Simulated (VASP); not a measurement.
Data:

```
CELL_PARAMETERS angstrom
      1.65759    -5.08945     0.00000
      1.65759     5.08945     0.00000
      0.00000     0.00000     4.18397
ATOMIC_POSITIONS crystal
  P  0.10625 0.89375 0.92701
  P  0.39375 0.60625 0.42701
  P  0.60625 0.39375 0.57299
  P  0.89375 0.10625 0.07299
```

All values below come from PBE GGA with D4 dispersion, VASP's PBE PAW potentials (set 64) (plane waves; VASP). Run with 520 eV cut-off, Gaussian smearing of 0.050 eV, potentials P.

Q: Give the energies of bands 4 to 13 at the high-symmetry points, in eV from the Fermi level.

A: 
```csv
band,Γ,Y,C0,Z,A0,T,S,R
4,-7.40,-5.86,-9.19,-8.91,-10.36,-10.01,-10.21,-10.43
5,-5.20,-5.85,-5.40,-5.25,-6.78,-3.27,-5.15,-5.97
6,-4.37,-5.40,-4.84,-5.25,-6.78,-3.27,-5.15,-5.97
7,-4.17,-4.45,-3.75,-3.19,-4.82,-2.51,-3.33,-5.86
8,-2.97,-2.26,-3.35,-3.19,-4.82,-2.51,-3.33,-5.86
9,-2.75,-1.88,-2.95,-1.00,-2.24,-1.37,-2.77,-2.18
10,-1.50,-0.42,-2.24,-1.00,-2.24,-1.37,-2.77,-2.18
11,0.89,0.39,0.48,1.39,1.98,1.25,0.72,1.52
12,1.15,0.56,0.61,1.39,1.98,1.25,0.72,1.52
13,1.80,2.38,1.12,2.17,4.04,2.64,0.99,4.58
```

It has no gap at this level: it comes out as a metal or semimetal.

Measured: gap 0.35 eV (computed value off by -0.35 eV), as given by Das et al., (2018), arXiv:1807.05623.

The compound is P in the black structure. It was relaxed first, which changed the volume by -7 %.
